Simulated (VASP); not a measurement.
**RbErSe2: interstitial H from one void to a neighbouring one**

Wanted: the minimum-energy path in RbErSe2 for this move: interstitial H from one void to a neighbouring one. The start is a cell from a database of measured crystal structures.

Method: LDA, 4f electrons in the core; plane waves and PAW (Er_3, Rb_pv, Se), in the first sound run; inputs show where later runs differ, in VASP 6.6.1.

## Step 1: The host crystal

The structure is trigonal, space group R-3m (No. 166). Conventional cell: a = 4.154 Å, b = 4.154 Å, c = 23.576 Å, α = 90.00°, β = 90.00°, γ = 120.00°. Nearest to Er lie 6 Se at 2.85 Å. Rb has 6 Se at 3.38 Å nearest. Nearest to Se lie 3 Er at 2.85 Å and 3 Rb at 3.38 Å. Farther neighbours and most contacts between anions are not listed.

## Step 2: Relax the host

The later steps need the crystal at this functional's own lattice; a raised cutoff keeps the stress reliable while the cell changes.

Contents of INCAR:

```
SYSTEM = RbErSe2
PREC = Accurate
ENCUT = 350
EDIFF = 1E-06
NELM = 120
ISMEAR = 0
SIGMA = 0.1
LREAL = .FALSE.
ALGO = Normal
GGA = CA
NBANDS = 20
LASPH = .TRUE.
LORBIT = 11
LWAVE = .FALSE.
LCHARG = .FALSE.
KPAR = 3
IBRION = 2
NSW = 40
ISIF = 3
EDIFFG = -0.02
POTIM = 0.4
```

Contents of POSCAR:

```
RbErSe2
1.0
    2.0770500000      1.1991853766      7.8586666667
   -2.0770500000      1.1991853766      7.8586666667
    0.0000000000     -2.3983707532      7.8586666667
Er Rb Se
1 1 2
Direct
    0.5000000000      0.5000000000      0.5000000000
    0.0000000000      0.0000000000      0.0000000000
    0.7678000000      0.7678000000      0.7678000000
    0.2322000000      0.2322000000      0.2322000000
```

Contents of KPOINTS:

```
Automatic mesh
0
Gamma
5 5 5
0 0 0
```

PAW data sets: Er_3, Rb_pv and Se (PBE family, release 64).

Run with:

```console
> mpirun -np 3 vasp_std
```

Output:

```text
[banner, memory and clock lines left out]
running    3 mpi-ranks, on    1 nodes
 distrk:  each k-point on    1 cores,    3 groups
 distr:  one band on    1 cores,    1 groups

 POSCAR found type information on POSCAR ErRbSe
 POSCAR found :  3 types and       4 ions
|                                                                             |
|               ----> ADVICE to this user running VASP <----                  |
|                                                                             |
|     You enforced a specific xc type in the INCAR file but a different       |
|     [... a line on the potential file left out ...]
|     I HOPE YOU KNOW WHAT YOU ARE DOING!                                     |
|                                                                             |

 LDA part: xc-table for (Slater(with rela. corr.)+CA(PZ))
 , standard interpolation
 POSCAR, INCAR and KPOINTS ok, starting setup
 FFT: planning ... GRIDC
 FFT: planning ... GRID_SOFT
 FFT: planning ... GRID
 WAVECAR not read
 entering main loop
       N       E                     dE             d eps       ncg     rms          rms(c)
DAV:   1     0.110525513420E+03    0.11053E+03   -0.98307E+03  1192   0.947E+02
DAV:   2    -0.152524801080E+02   -0.12578E+03   -0.12146E+03  1344   0.294E+02
DAV:   3    -0.222870800305E+02   -0.70346E+01   -0.70073E+01  1208   0.547E+01
DAV:   4    -0.223684929408E+02   -0.81413E-01   -0.81292E-01  1148   0.524E+00
DAV:   5    -0.223709652673E+02   -0.24723E-02   -0.24710E-02  1288   0.108E+00    0.223E+01
DAV:   6    -0.216406856727E+02    0.73028E+00   -0.17853E+00  1192   0.845E+00    0.151E+01
DAV:   7    -0.215920701008E+02    0.48616E-01   -0.97725E-01  1240   0.702E+00    0.132E+00
DAV:   8    -0.215562663042E+02    0.35804E-01   -0.19460E-01  1200   0.327E+00    0.373E-01
DAV:   9    -0.215566389859E+02   -0.37268E-03   -0.85970E-03   928   0.548E-01    0.266E-01
DAV:  10    -0.215566504127E+02   -0.11427E-04   -0.71621E-04  1232   0.220E-01    0.915E-02
DAV:  11    -0.215566653565E+02   -0.14944E-04   -0.97835E-05  1200   0.609E-02    0.668E-02
DAV:  12    -0.215566671340E+02   -0.17774E-05   -0.16270E-05  1072   0.247E-02    0.174E-02
DAV:  13    -0.215566676131E+02   -0.47915E-06   -0.19025E-06   872   0.899E-03
   1 F= -.21556668E+02 E0= -.21556668E+02  d E =-.215567E+02
 curvature:   0.00 expect dE= 0.000E+00 dE for cont linesearch  0.000E+00
 trial: gam= 0.00000 g(F)=  0.334E-02 g(S)=  0.651E-01 ort = 0.000E+00 (trialstep = 0.100E+01)
 search vector abs. value=  0.684E-01
 bond charge predicted
       N       E                     dE             d eps       ncg     rms          rms(c)
DAV:   1    -0.217665303673E+02   -0.20986E+00   -0.39307E+00  1180   0.182E+01    0.344E+00
DAV:   2    -0.216342587356E+02    0.13227E+00   -0.27923E-01  1104   0.321E+00    0.129E+00
DAV:   3    -0.215902549798E+02    0.44004E-01   -0.96203E-02  1224   0.280E+00    0.548E-01
DAV:   4    -0.215876885140E+02    0.25665E-02   -0.59853E-03  1200   0.894E-01    0.479E-01
DAV:   5    -0.215871241403E+02    0.56437E-03   -0.11607E-03  1208   0.531E-01    0.139E-01
DAV:   6    -0.215871160297E+02    0.81106E-05   -0.27812E-04  1208   0.118E-01    0.382E-02
DAV:   7    -0.215871111031E+02    0.49266E-05   -0.31949E-05  1096   0.302E-02    0.596E-03
DAV:   8    -0.215871111669E+02   -0.63804E-07   -0.28327E-06   896   0.110E-02
   2 F= -.21587111E+02 E0= -.21587111E+02  d E =-.304436E-01
[...]
3 F= -.21587645E+02 E0= -.21587645E+02  d E =-.309779E-01
[...]
4 F= -.21587634E+02 E0= -.21587634E+02  d E =-.309659E-01
[...]
5 F= -.21587739E+02 E0= -.21587739E+02  d E =-.105252E-03
 ZBRENT: can't locate minimum, use default step
 trial-energy change:   -0.000105  1 .order   -0.000104   -0.000118   -0.000091
 step:   3.8955(harm=  4.2682)  dis= 0.00532  next Energy=   -21.587892 (dE=-0.258E-03)
 bond charge predicted
       N       E                     dE             d eps       ncg     rms          rms(c)
DAV:   1    -0.215880013006E+02   -0.26238E-03   -0.35578E-02  1184   0.109E+00    0.908E-02
DAV:   2    -0.215879439184E+02    0.57382E-04   -0.15414E-03  1072   0.204E-01    0.622E-02
DAV:   3    -0.215878952845E+02    0.48634E-04   -0.78149E-05  1356   0.876E-02    0.370E-02
DAV:   4    -0.215878725724E+02    0.22712E-04   -0.37796E-05  1272   0.641E-02    0.125E-02
DAV:   5    -0.215878716297E+02    0.94270E-06   -0.35442E-06  1072   0.193E-02
   6 F= -.21587872E+02 E0= -.21587872E+02  d E =-.238096E-03
 curvature:  -2.07 expect dE=-0.486E-04 dE for cont linesearch -0.139E-06
 trial: gam= 0.06554 g(F)=  0.786E-06 g(S)=  0.227E-04 ort =-0.283E-05 (trialstep = 0.156E+01)
 search vector abs. value=  0.236E-04
 reached required accuracy - stopping structural energy minimisation
```

The job ended after 49 s (3 MPI ranks of Intel Xeon 6975P-C (Granite Rapids), shared host; peak memory 0.95 GiB; 2.4 min of CPU time).

Lines that name or quote the potential files are left out of all logs, and their timing lines are given in words.

Parts of OUTCAR (step 2):

```text
ion  position               nearest neighbor table
   1  0.500  0.500  0.500-   4 2.85   3 2.85   4 2.85   4 2.85   3 2.85   3 2.85   2 4.60   2 4.60
                             2 4.60   2 4.60   2 4.60   2 4.60
   2  0.000  0.000  0.000-   3 3.38   4 3.38   3 3.38   3 3.38   4 3.38   4 3.38   1 4.60   1 4.60
                             1 4.60   1 4.60   1 4.60   1 4.60
   3  0.768  0.768  0.768-   1 2.85   1 2.85   1 2.85   2 3.38   2 3.38   2 3.38
   4  0.232  0.232  0.232-   1 2.85   1 2.85   1 2.85   2 3.38   2 3.38   2 3.38

  LATTYP: Found a trigonal (rhomboedric) cell.
 ALAT       =     8.2164970668
 COS(alpha) =     0.8721942218

 Subroutine GETGRP returns: Found 12 space group operations
 (whereof 12 operations were pure point group operations)

The static configuration has the point symmetry D_3d.

 Found     19 irreducible k-points:

   k-points           NKPTS =     19   k-points in BZ     NKDIM =     19   number of bands    NBANDS=     20

   dimension x,y,z NGX =    50 NGY =   50 NGZ =   50
   dimension x,y,z NGXF=   100 NGYF=  100 NGZF=  100

   ENCUT  =  350.0 eV  25.72 Ry    5.07 a.u.  12.53 12.53 12.53*2*pi/ulx,y,z

   NELECT =      28.0000    total number of electrons

 k-points in reciprocal lattice and weights: Automatic mesh
   0.00000000  0.00000000  0.00000000       0.008
   0.20000000 -0.00000000 -0.00000000       0.048
   0.40000000 -0.00000000 -0.00000000       0.048
   0.20000000  0.20000000 -0.00000000       0.048
   0.40000000  0.20000000 -0.00000000       0.096
  -0.40000000  0.20000000  0.00000000       0.096
  -0.20000000  0.20000000  0.00000000       0.048
   0.40000000  0.40000000 -0.00000000       0.048
  -0.40000000  0.40000000  0.00000000       0.048
[...]
0.40000000  0.40000000  0.40000000       0.016
  -0.40000000  0.40000000  0.40000000       0.048

 average (electrostatic) potential at core
       1 -35.5886       2 -12.5416       3 -55.5484       4 -55.5484

 E-fermi :   1.2972

 k-point     1 :       0.0000    0.0000    0.0000
  band No.  band energies     occupation
    ...
     10      -0.9476      2.00000
     11      -0.9476      2.00000
     12       0.4754      2.00000
     13       0.8565      2.00000
     14       0.8565      2.00000
     15       3.4086      0.00000
     16       3.8393      0.00000
     17       3.8393      0.00000
     18       3.8984      0.00000
     19       5.8203      0.00000
    ...

 k-point     2 :       0.2000   -0.0000   -0.0000
  band No.  band energies     occupation
    ...
     10      -1.3449      2.00000
     11      -0.8236      2.00000
     12      -0.6997      2.00000
     13       0.3648      2.00000
     14       0.4301      2.00000
     15       3.4265      0.00000
     16       4.1394      0.00000
     17       4.5750      0.00000
     18       5.0926      0.00000
     19       5.6379      0.00000
    ...

 k-point     3 :       0.4000   -0.0000   -0.0000
  band No.  band energies     occupation
    ...
     10      -1.6997      2.00000
     11      -0.9527      2.00000
     12      -0.7091      2.00000
     13      -0.2563      2.00000
     14      -0.0893      2.00000
     15       3.0135      0.00000
     16       4.7219      0.00000
     17       5.2767      0.00000
     18       5.4301      0.00000
     19       6.1532      0.00000
    ...

  Total       -0.0192816     -0.0192816     -0.0400557      0.0000000      0.0000000      0.0000000
  in kB       -0.2737211     -0.2737211     -0.5686289      0.0000000      0.0000000      0.0000000
  external PRESSURE =      -0.3720237 kB  Pullay stress =       0.0000000 kB

  energy-cutoff  :      350.00
  volume of cell :      112.86
      direct lattice vectors                 reciprocal lattice vectors
     2.048416451  1.182653790  7.764600435     0.244090990  0.140925999  0.042929876
    -2.048416451  1.182653790  7.764600435    -0.244090990  0.140925999  0.042929876
    -0.000000000 -2.365307579  7.764600435     0.000000000 -0.281851998  0.042929876

 POSITION                                       TOTAL-FORCE (eV/Angst)
 -----------------------------------------------------------------------------------
     -0.00000      0.00000     11.64690        -0.000000     -0.000000      0.000000
      0.00000      0.00000      0.00000        -0.000000     -0.000000      0.000000
     -0.00000      0.00000     17.88654        -0.000000      0.000000      0.003192
     -0.00000      0.00000      5.40726         0.000000     -0.000000     -0.003192
 -----------------------------------------------------------------------------------
    total drift:                               -0.000000     -0.000000     -0.000000

  FREE ENERGIE OF THE ION-ELECTRON SYSTEM (eV)
  ---------------------------------------------------
  free  energy   TOTEN  =       -21.5878716297 eV

  energy  without entropy=      -21.5878716297  energy(sigma->0) =      -21.58787163

 reached required accuracy - stopping structural energy minimisation

 total charge
# of ion       s       p       d       tot
------------------------------------------
    1        0.367   6.823   1.133   8.323
    2        0.091   6.078   0.123   6.292
    3        1.443   2.475   0.011   3.929
    4        1.443   2.475   0.011   3.929
--------------------------------------------------
tot          3.343  17.850   1.278  22.472

[... 3 further parts left out ...]
```

The data set Er_3 holds the 4f electrons frozen in the core, so no f bands or f moments appear. The gap is read on the k-mesh alone, so it is an upper bound where the band edges lie off the mesh. The PAW data sets were made with PBE, a small mismatch for LDA. The run keeps the 12 symmetry operations of its start, so it cannot find a distortion of lower symmetry.

The steps of the relaxation:

```
step  energy less that of the first step (eV)  largest force (eV/Å)  pressure (GPa)  volume (Å³)
   1                                   0.0000                0.2080           -2.05       117.44
   2                                  -0.0304                0.0706            0.27       112.42
   3                                  -0.0310                0.0374           -0.02       112.98
   4                                  -0.0310                0.0323           -0.05       113.07
   5                                  -0.0311                0.0233           -0.06       113.02
   6                                  -0.0312                0.0032           -0.04       112.86
```

```
conventional cell, symmetrised  before   after  change
                         a (Å)   4.154   4.097  -1.4 %
                         b (Å)   4.154   4.097  -1.4 %
                         c (Å)  23.576  23.294  -1.2 %
              volume (Å³/atom)   29.36   28.22  -3.9 %
```

Final coordinates:

```cif
data_structure
_symmetry_space_group_name_H-M 'P 1'
_symmetry_Int_Tables_number 1
_cell_length_a 8.1169
_cell_length_b 8.1169
_cell_length_c 8.1169
_cell_angle_alpha 29.235
_cell_angle_beta 29.235
_cell_angle_gamma 29.235
_cell_volume 112.86
loop_
_atom_site_label
_atom_site_type_symbol
_atom_site_fract_x
_atom_site_fract_y
_atom_site_fract_z
_atom_site_occupancy
Er1 Er 0.50000 0.50000 0.50000 1
Rb2 Rb 0.00000 0.00000 0.00000 1
Se3 Se 0.76787 0.76787 0.76787 1
Se4 Se 0.23213 0.23213 0.23213 1
```

Numbers from this step:

```yaml
electronic_cycles: 41
electrons: 28
free_energy_toten: -21.59 eV
fermi_energy: 1.297 eV
labelled_metallic_from_the_levels_on_this_mesh: no
gap_on_the_k_mesh: 1.712 eV
least_direct_gap_on_the_k_mesh: 2.530 eV
```

The run ended after 6 ionic steps, 0.031 eV below its first step, once forces and stress met EDIFFG = -0.02.

[end of part 1 of 4]

[Lines on the potential files, build, host, timing and source positions are cut from VASP's logs without a mark.]

[Logs are printed without paths, hosts, clocks, repeated set-up lines and the standing remarks that a program may print on its own settings, such as how far it seeks lower states.]

[Hosts, paths, dates, database ids (printed as entryN), source tags and the programs' standing remarks are cut or masked in the printed files.]

[Runs that stopped without an error message from VASP are left out.]
